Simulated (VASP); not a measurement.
Mg2CdS3:

```
Mg Cd S
1.0
     5.55169    0.00000    0.00000
     0.00000    5.55169    0.00000
     0.00000    0.00000    4.88397
Mg Cd S
2 1 3
Cartesian
  2.7758 0.0000 2.4420
  0.0000 2.7758 2.4420
  2.7758 2.7758 2.4420
  0.0000 0.0000 3.5838
  0.0000 0.0000 1.3002
  2.7758 2.7758 0.0000
```

The cell was built by a generator and needn't be a form met in nature.

| Property | Result |
| --- | --- |
| Program | VASP 6.6.1 |
| Task | relaxation of cell and atoms |
| Functional | PBE |
| Potentials or basis | VASP PAW PBE potentials, release 64 (Mg, Cd, S) |
| Cutoff | 520 eV |
| k mesh | 3 × 3 × 3 |
| Occupations | gaussian, width 0.15 eV |
| Spin | no spin polarisation |

At the start: pressure -1.8 GPa; volume 25.09 Å³/atom.

How do energy, volume and symmetry change on relaxing?

Over 8 steps the energy falls by 11.6 meV/atom and the volume is 23.80 Å³/atom (-5.1 %); space group P4/mmm (No. 123, to 0.05 Å).

Step by step:
```tsv
step	energy change (eV)	largest force (eV/Å)	pressure (GPa)	volume (Å³)
1	0.0000	0.2230	-1.84	150.53
2	-0.0548	0.0608	-0.29	144.33
3	-0.0581	0.0148	0.22	142.76
4	-0.0639	0.2073	0.06	142.35
5	-0.0647	0.1463	0.01	142.45
6	-0.0647	0.1498	0.05	142.46
7	-0.0668	0.1116	0.07	142.54
8	-0.0698	0.0470	0.23	142.78
```

Final structure:
```yaml
crystal:
  lattice:
    - [5.40171, 0.00000, 0.00000]
    - [0.00000, 5.40171, 0.00000]
    - [0.00000, 0.00000, 4.89344]
  atoms:
    - { symbol: Mg, position: [0.50000, 0.00000, 0.50000] }
    - { symbol: Mg, position: [0.00000, 0.50000, 0.50000] }
    - { symbol: Cd, position: [0.50000, 0.50000, 0.50000] }
    - { symbol: S, position: [0.00000, 0.00000, 0.72433] }
    - { symbol: S, position: [0.00000, 0.00000, 0.27567] }
    - { symbol: S, position: [0.50000, 0.50000, 0.00000] }
```

Caveat: the k mesh is coarse (spacing up to 0.43 Å⁻¹), so the values aren't converged.
